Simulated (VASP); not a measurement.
Data:

```
CELL_PARAMETERS angstrom
     -1.47677     1.47677     1.47677
      1.47677    -1.47677     1.47677
      1.47677     1.47677    -1.47677
ATOMIC_POSITIONS crystal
  V  0.00000 0.00000 0.00000
```

Calculation: r2SCAN meta-GGA, VASP's PBE PAW potentials (set 64) (plane waves; VASP). Settings: 520 eV cut-off, 17×17×17 Γ-centred mesh, first-order Methfessel-Paxton smearing of 0.10 eV, potentials V_sv.

Question: Give the stress tensor in GPa (positive for a compressed cell).

Answer: 
```
7.06  0.00  0.00
0.00  7.06  0.00
0.00  0.00  7.06
```
The pressure is its mean diagonal, 7.06 GPa.

The compound is V in the bcc structure. This cell is one point of a volume scan, at 0.97 of the reference volume. The run is not spin-polarised, so no magnetic state was tried.
